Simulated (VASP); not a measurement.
Input:

```
YB
1.0
    3.49460     0.00000     0.00000
   -1.74730     3.02641     0.00000
    0.00000     0.00000     7.05905
Y B
2 2
Direct
  0.00000   0.00000   0.00000
  0.00000   0.00000   0.50000
  0.33333   0.66667   0.25000
  0.66667   0.33333   0.75000
```

Level of theory: PBEsol GGA, VASP's PBE PAW potentials (set 64) (plane waves; VASP). Numerical set-up: 520 eV cut-off, 11×11×5 Γ-centred mesh, tetrahedra with Blöchl corrections, potentials Y_sv B.

**Question.** The job: YB (relaxed from the NiAs type structure, space group P6_3/mmc), 4 atoms, PBEsol, static run, 520 eV, 11×11×5 Γ-centred mesh. Roughly how much core time does it take on a busy server core?

**Answer.** About 40 core-seconds (one run on a shared machine, a rough figure). It had 48 irreducible k-points, 18 bands, up to 2055 plane waves and 15 electronic steps.

The structure was generated: YB was put into the NiAs type type (P6_3/mmc), which need not be its known phase. It was relaxed first, which changed the volume by -25 %.
